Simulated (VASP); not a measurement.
Crystal: MnO2.

```
Mn O
1.0
     4.39600    0.00000    0.00000
     0.00000    4.39600    0.00000
     0.00000    0.00000    2.87100
Mn O
2 4
Direct
  0.00000 0.00000 0.00000
  0.50000 0.50000 0.50000
  0.30200 0.30200 0.00000
  0.19800 0.80200 0.50000
  0.69800 0.69800 0.00000
  0.80200 0.19800 0.50000
```

Base run:

- Program: VASP 6.6.1
- Functional: PBEsol
- Potentials or basis: VASP PAW PBE potentials, release 64 (Mn_pv, O)
- Cutoff: 520 eV
- k mesh: 5 × 5 × 8
- Occupations: gaussian, width 0.05 eV
- Spin: collinear spin, antiferromagnetic start
- Starting moments: [4.0, -4.0, 0.0, 0.0, 0.0, 0.0] μB
- Hubbard terms: Mn d U = 4 eV

Its results: band gap on the k mesh 0.28 eV, direct; pressure 1.1 GPa; net moment 0.00 μB per cell; site moments Mn +2.93, -2.93; O -0.00, +0.00 μB; largest force 0.488 eV/Å.

The run is repeated on the same cell with these changes: spin from collinear spin, antiferromagnetic start to collinear spin, ferromagnetic start; moments at the start from [4.0, -4.0, 0.0, 0.0, 0.0, 0.0] to [4.0, 4.0, 0.0, 0.0, 0.0, 0.0]. What comes out?

Band gap on the k mesh none (metal or under the smearing width); pressure 2.9 GPa; net moment 6.03 μB per cell; site moments Mn +3.03; O -0.04 μB; largest force 0.481 eV/Å.

Caveats: the PAW data sets were made with another functional, which shifts forces and pressure a little; an odd mesh through Γ misses points on the zone boundary, where band edges often lie (some runs).
